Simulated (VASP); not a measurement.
Data:

```
CELL_PARAMETERS angstrom
      0.00000     2.16453     2.16453
      2.16453     0.00000     2.16453
      2.16453     2.16453     0.00000
ATOMIC_POSITIONS crystal
  Be 0.25000 0.25000 0.25000
  Be 0.75000 0.75000 0.75000
  C  0.00000 0.00000 0.00000
```

Computed with PBE0 hybrid, VASP's PBE PAW potentials (set 64) (plane waves; VASP). Run with 520 eV cut-off, 6×6×6 Γ-centred mesh, Gaussian smearing of 0.050 eV, potentials Be C.

Q: Estimate the energy per atom (σ→0), pressure, band gap (over the mesh, the named points and PBE's band edges) with the smallest direct gap where there is one.

A: 
The band gap (over the mesh, the named points and PBE's band edges) is 2.59 eV and the smallest direct gap (over the mesh, the named points and PBE's band edges) comes out as 5.81 eV. The energy per atom (σ→0) comes out as -6.577 eV/atom and the pressure is -3.05 GPa.

Total energies compare only between runs with the same potentials, cut-off and functional.

The compound is Be2C in the antifluorite structure. It was relaxed first.
